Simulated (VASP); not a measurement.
Input for VASP

INCAR:
```
LUSE_VDW = T
NELM = 100
LWAVE = F
LREAL = F   # projection in real space or not
EDIFFG = -0.01   # ionic stop
IBRION = 2   # conjugate gradients
LMIXTAU = T
METAGGA = R2SCAN
SIGMA = 0.1   # width (eV)
EDIFF = 1E-6
LMAXMIX = 6
ALGO = Normal   # blocked Davidson
ENCUT = 520
LCHARG = F
SYSTEM = Lu
CPARAM = 0.0093
BPARAM = 11.95
NSW = 60   # most ionic steps
ISIF = 3
LASPH = T   # aspherical one-centre terms
PREC = Accurate
ISMEAR = 1   # Methfessel-Paxton
```

**KPOINTS**
```
Automatic
0
G
 11 11 6
0 0 0
```

POSCAR:
```
Lu
1
    1.7500000000    -3.0310890000     0.0000000000
    1.7500000000     3.0310890000     0.0000000000
    0.0000000000     0.0000000000     5.5500000000
Lu
2
Direct
  0.3333330000   0.6666670000   0.2500000000
  0.6666670000   0.3333330000   0.7500000000
```

POTCAR, in this order: Lu_3 (PBE.64 set). Program: vasp_std.

**Question.** Write an equivalent input for Ansatz.

**Answer.** One equivalent input (not run):
Ansatz 0.2 input:
```yaml
crystal:
  lattice:
    - [1.7500000, -3.0310890, 0.0000000]
    - [1.7500000, 3.0310890, 0.0000000]
    - [0.0000000, 0.0000000, 5.5500000]
  atoms:
    - { symbol: Lu, position: [0.3333330, 0.6666670, 0.2500000] }
    - { symbol: Lu, position: [0.6666670, 0.3333330, 0.7500000] }
kpoints:
  mp_grid: { grid: [11, 11, 6] }
hamiltonian:
  xc: r2scan
  dispersion: rvv10
  pseudopotentials: { kind: paw }
scf:
  occupations: { method: methfessel_paxton, width: 0.1 }
  max_iter: 100
relax:
  max_steps: 60
  f_tol: 0.01
  cell: {}
output: { forces: true, stress: true, eigenvalues: true }
```
Limits of the translation: each code has its own PAW files, so the cut-off isn't converted (ENCUT is set for VASP's; basis.ecutwfc is left out, and Ansatz then takes the one that its files recommend); Ansatz stops its SCF on the density residual and VASP on the energy change (EDIFF).

The compound is Lu in the hcp structure. This run relaxes it. Symmetry was kept, so distortions that lower it aren't found.
